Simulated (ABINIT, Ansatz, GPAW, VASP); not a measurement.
**Code comparison for BeTe (F-43m, 2 atoms in the cell)**

Self-consistent single point.

```xyz
2
Lattice="0.0000 2.8150 2.8150 2.8150 0.0000 2.8150 2.8150 2.8150 0.0000" Properties=species:S:1:pos:R:3 pbc="T T T"
Be     0.0000     0.0000     0.0000
Te     1.4075     1.4075     1.4075
```

All programs got the same cell, k-point mesh and kind of occupations (in Ansatz's words: kpoints.mp_grid.grid = 5 5 5; scf.occupations.method = fermi_dirac; scf.occupations.width = 0.01 eV); potentials, basis and cutoffs are each program's usual ones.

```json
[
 {"code": "Ansatz", "model": "PBE, default PAW files", "pressure (GPa)": "1.16", "gap on the mesh (eV)": "2.088", "cutoff": "default"},
 {"code": "GPAW", "model": "PBE, GPAW PAW datasets PBE (gpaw-data 1.0.1)", "pressure (GPa)": "1.30", "gap on the mesh (eV)": "2.085", "cutoff": "800 eV"},
 {"code": "ABINIT", "model": "PBE, norm-conserving pseudopotentials (PseudoDojo nc-sr-05 PBE standard)", "pressure (GPa)": "1.24", "gap on the mesh (eV)": "2.090", "cutoff": "44 Ha"},
 {"code": "VASP", "model": "PBE, VASP's PBE PAW potentials (set 64)", "pressure (GPa)": "–", "gap on the mesh (eV)": "2.073", "cutoff": "300 eV"}
]
```

A dash marks a value that a program does not give, or that is left out as unsure.

Gaps are read on the mesh. Another mesh or the band path gives a smaller gap, so these values are not converged in the mesh.

The spread over the programs that give each value: pressure within 0.14 GPa; gap on the mesh within 0.017 eV.

The starting cell has typed, rounded lattice constants, without a prior relaxation at this level. On Ansatz's run: Spin-orbit coupling is off. Another mesh or the band path of this cell gives a smaller gap, so this value is not converged in the mesh.

Q: Why do the programs differ, and what cannot be compared?

A: Differences of this kind can come from the potentials, where these differ, and from what each basis and cutoff leave unconverged. The valence holds different numbers of electrons (Ansatz (a quantum-chemistry and plane-wave program) 18, GPAW 8, ABINIT 20, VASP 8). The zero of total energies and Fermi levels follows the potentials and each program's conventions, so they are not compared here. Ansatz's pressure is given at a fixed set of plane waves, as the other plane-wave codes print theirs.

VASP's run is marked for a possible Pulay error in its stress at this cutoff; no cutoff test was made.

Left out of this page: Quantum ESPRESSO, CP2K, Elk, FLEUR and SIESTA (not drawn, or without a comparable value).

Keys are those of Ansatz 0.2.
